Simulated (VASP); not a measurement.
Level of theory: PBE GGA, VASP's PBE PAW potentials (set 64) (plane waves; VASP).

VASP input:

### INCAR
```
SYSTEM = CdTe
PREC = Accurate; ENCUT = 480; LREAL = .FALSE.
LASPH = .TRUE.
EDIFF = 1E-6; NELM = 100; ALGO = Normal
LMAXMIX = 4
ISMEAR = 0; SIGMA = 0.05
GGA = PE
IBRION = 2; NSW = 60; ISIF = 3
EDIFFG = -0.01
LWAVE = .FALSE.; LCHARG = .FALSE.
```

KPOINTS:
```
K-points
0
gamma
6 6 6
0 0 0
```

**POSCAR**
```
CdTe
1
    0.0000000000     3.2400000000     3.2400000000
    3.2400000000     0.0000000000     3.2400000000
    3.2400000000     3.2400000000     0.0000000000
Cd Te
1 1
Direct
  0.0000000000   0.0000000000   0.0000000000
  0.7500000000   0.7500000000   0.7500000000
```

POTCAR, in this order: Cd Te (PBE.64 set). Program: vasp_std.

What VASP printed:

**OSZICAR**
```
       N       E                     dE             d eps       ncg     rms          rms(c)
DAV:   1     0.100913274020E+03    0.10091E+03   -0.81402E+03   416   0.113E+03
DAV:   2    -0.111549717896E+01   -0.10203E+03   -0.98206E+02   481   0.269E+02
DAV:   3    -0.496182159196E+01   -0.38463E+01   -0.38405E+01   471   0.567E+01
DAV:   4    -0.499999762752E+01   -0.38176E-01   -0.38173E-01   614   0.488E+00
DAV:   5    -0.500008286304E+01   -0.85236E-04   -0.85235E-04   481   0.225E-01    0.583E+00
DAV:   6    -0.478364902781E+01    0.21643E+00   -0.46036E-01   461   0.903E+00    0.469E+00
DAV:   7    -0.476811817392E+01    0.15531E-01   -0.12346E-01   466   0.261E+00    0.178E+00
DAV:   8    -0.476887944958E+01   -0.76128E-03   -0.11143E-02   421   0.147E+00    0.519E-01
DAV:   9    -0.476920685850E+01   -0.32741E-03   -0.96789E-04   479   0.370E-01    0.125E-01
DAV:  10    -0.476927658119E+01   -0.69723E-04   -0.13222E-04   456   0.117E-01    0.538E-02
DAV:  11    -0.476931862449E+01   -0.42043E-04   -0.82947E-05   434   0.691E-02    0.346E-02
DAV:  12    -0.476931742230E+01    0.12022E-05   -0.33940E-06   486   0.188E-02    0.205E-02
DAV:  13    -0.476931717882E+01    0.24348E-06   -0.65794E-07   303   0.459E-03
   1 F= -.47693172E+01 E0= -.47693172E+01  d E =-.476932E+01
       N       E                     dE             d eps       ncg     rms          rms(c)
DAV:   1    -0.588032847502E+01   -0.11110E+01   -0.23721E+01   456   0.654E+01    0.967E+00
DAV:   2    -0.494496865000E+01    0.93536E+00   -0.22730E+00   436   0.256E+01    0.315E+00
DAV:   3    -0.482767385434E+01    0.11729E+00   -0.24736E-01   441   0.587E+00    0.285E+00
DAV:   4    -0.480412876104E+01    0.23545E-01   -0.35274E-02   451   0.129E+00    0.635E-01
DAV:   5    -0.480315180273E+01    0.97696E-03   -0.22291E-03   434   0.510E-01    0.305E-01
DAV:   6    -0.480312653232E+01    0.25270E-04   -0.89019E-04   431   0.290E-01    0.727E-02
DAV:   7    -0.480315044044E+01   -0.23908E-04   -0.12003E-04   491   0.149E-01    0.284E-02
DAV:   8    -0.480316849012E+01   -0.18050E-04   -0.28279E-05   436   0.485E-02    0.631E-03
DAV:   9    -0.480316994871E+01   -0.14586E-05   -0.55609E-06   491   0.326E-02    0.338E-03
DAV:  10    -0.480317028948E+01   -0.34077E-06   -0.51341E-07   308   0.586E-03
   2 F= -.48031703E+01 E0= -.48031703E+01  d E =-.338531E-01
       N       E                     dE             d eps       ncg     rms          rms(c)
DAV:   1    -0.485914156633E+01   -0.55972E-01   -0.11092E+00   456   0.135E+01    0.167E+00
DAV:   2    -0.481120434112E+01    0.47937E-01   -0.13396E-01   446   0.559E+00    0.525E-01
DAV:   3    -0.480632594983E+01    0.48784E-02   -0.12359E-02   431   0.116E+00    0.437E-01
DAV:   4    -0.480569619419E+01    0.62976E-03   -0.12220E-03   451   0.282E-01    0.855E-02
DAV:   5    -0.480567228825E+01    0.23906E-04   -0.13363E-04   426   0.149E-01    0.598E-02
DAV:   6    -0.480568040443E+01   -0.81162E-05   -0.39808E-05   434   0.664E-02    0.181E-02
DAV:   7    -0.480567900943E+01    0.13950E-05   -0.27658E-06   439   0.197E-02    0.446E-03
DAV:   8    -0.480567948035E+01   -0.47092E-06   -0.75772E-07   313   0.651E-03
   3 F= -.48056795E+01 E0= -.48056795E+01  d E =-.363623E-01
```

File OUTCAR:
```
------------------------ aborting loop because EDIFF is reached ----------------------------------------
  FORCE on cell =-STRESS in cart. coord.  units (eV):
  Direction    XX          YY          ZZ          XY          YZ          ZX
  --------------------------------------------------------------------------------------
  Total        0.0037729      0.0037729      0.0037729     -0.0000000      0.0000000     -0.0000000
  in kB        0.0833029      0.0833029      0.0833029     -0.0000000      0.0000000     -0.0000000
  external PRESSURE =       0.0833029 kB  Pullay stress =       0.0000000 kB
  volume of cell :       72.56
      direct lattice vectors                 reciprocal lattice vectors
    -0.000000000  3.310535744  3.310535744    -0.151032956  0.151032956  0.151032956
     3.310535744 -0.000000000  3.310535744     0.151032956 -0.151032956  0.151032956
     3.310535744  3.310535744 -0.000000000     0.151032956  0.151032956 -0.151032956
  FREE ENERGIE OF THE ION-ELECTRON SYSTEM (eV)
  ---------------------------------------------------
  free  energy   TOTEN  =        -4.8056794804 eV

  energy  without entropy=       -4.8056794803  energy(sigma->0) =       -4.80567948

 reached required accuracy - stopping structural energy minimisation
```
(Selected blocks of OUTCAR.)

**CONTCAR**
```
CdTe
   1.00000000000000
    -0.0000000000000000    3.3105357441232655    3.3105357441232655
     3.3105357441232655   -0.0000000000000000    3.3105357441232655
     3.3105357441232655    3.3105357441232655   -0.0000000000000000
  Cd              Te
     1     1
Direct
     0.0000000000000000    0.0000000000000000    0.0000000000000000
     0.7500000000000000    0.7500000000000000    0.7500000000000000
```

Energy and stress use the plane-wave basis of the starting cell.

The compound is CdTe in the zinc blende structure. This run relaxes it. Symmetry was kept, so distortions that lower it aren't found.
